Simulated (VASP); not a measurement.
Crystal: BeZn2Te3.

```
Be Zn Te
1.0
     2.96728   -4.96241    0.00000
     2.96728    4.96241    0.00000
     0.00000    0.00000    4.63974
Be Zn Te
1 2 3
Direct
  0.50000 0.50000 0.00000
  0.00000 0.50000 0.50000
  0.50000 0.00000 0.50000
  0.16107 0.83893 0.00000
  0.83893 0.16107 0.00000
  0.00000 0.00000 0.50000
```

The cell was built by a generator and needn't be a form met in nature.

| Quantity | Value |
| --- | --- |
| Program | VASP 6.6.1 |
| Task | relaxation of cell and atoms |
| Functional | PBE |
| Potentials or basis | VASP PAW PBE potentials, release 64 (Be, Zn, Te) |
| Cutoff | 520 eV |
| k mesh | 3 × 3 × 3 |
| Occupations | gaussian, width 0.15 eV |
| Spin | no spin polarisation |

At the start: pressure 12.4 GPa; volume 22.77 Å³/atom.

How do energy, volume and symmetry change on relaxing?

Over 24 steps the energy falls by 475.7 meV/atom and the volume is 26.70 Å³/atom (+17.2 %); space group Cmmm (No. 65, to 0.05 Å).

The path:
```tsv
step	energy change (eV)	largest force (eV/Å)	pressure (GPa)	volume (Å³)
1	0.0000	1.0073	12.38	136.64
2	-1.3787	0.0190	-3.22	173.64
3	-1.4181	0.0099	-1.79	166.07
4	-1.6887	0.1573	-1.43	161.23
5	-2.0592	0.0832	-0.33	153.10
6	-2.0106	2.0512	7.25	135.50
7	-2.1958	0.3694	1.18	146.57
8	-2.2020	0.9010	2.85	142.53
9	-2.3666	1.3179	2.77	144.56
10	-2.3770	1.3727	5.25	148.91
11	-2.5045	1.4016	3.42	147.05
12	-2.7423	0.9232	0.83	156.05
13	-2.7970	0.5933	-0.40	161.13
14	-2.8031	0.4963	-0.83	162.82
15	-2.8266	0.2984	0.23	160.97
16	-2.8345	0.1748	0.46	159.80
17	-2.8337	0.0718	1.31	157.48
18	-2.8365	0.1097	0.13	159.14
19	-2.8365	0.0180	0.84	158.31
20	-2.8369	0.0595	0.34	158.67
21	-2.8369	0.0456	0.53	158.57
22	-2.8498	0.0226	0.17	159.45
23	-2.8541	0.1071	-0.23	160.48
24	-2.8543	0.0797	-0.09	160.19
```

Final structure:
```
Be Zn Te
1.0
     2.32000   -5.45836    0.00000
     2.32000    5.45836    0.00000
     0.00000    0.00000    6.32476
Be Zn Te
1 2 3
Direct
  0.50000 0.50000 0.00000
  0.00000 0.50000 0.50000
  0.50000 0.00000 0.50000
  0.14213 0.85787 0.00000
  0.85787 0.14213 0.00000
  0.00000 0.00000 0.50000
```

Caveat: the k mesh is coarse (spacing up to 0.45 Å⁻¹), so the values aren't converged; the volume moved by over 15 % at a fixed basis, so the end points are rough.
